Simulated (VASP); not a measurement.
Energy against volume of ZrO2 (fluorite). Calculation: vdW-DF-cx, VASP's PBE PAW potentials (set 64) (plane waves; VASP). Run with 520 eV cut-off, 8×8×8 Γ-centred mesh, Gaussian smearing of 0.050 eV, potentials Zr_sv O.

| V (Å³/atom) | E (eV/atom) |
|---|---|
| 10.592 | -7.78016 |
| 10.919 | -7.78890 |
| 11.247 | -7.78212 |
| 11.574 | -7.76209 |

Fit these four points and predict the energy of the run at 10.264 Å³/atom.

A cubic in V^(−2/3), the third-order Birch-Murnaghan form, passes through the four points with V0 = 10.93 Å³/atom and B0 = 251 GPa, and gives -7.7532 eV/atom there. The run gave -7.7533 eV/atom, -0.1 meV/atom from the fit; all five points give B0 = 251 GPa.

The compound is ZrO2 in the fluorite structure, the high-temperature cubic form, which is unstable at 0 K; the monoclinic form is the stable one. It was relaxed first.
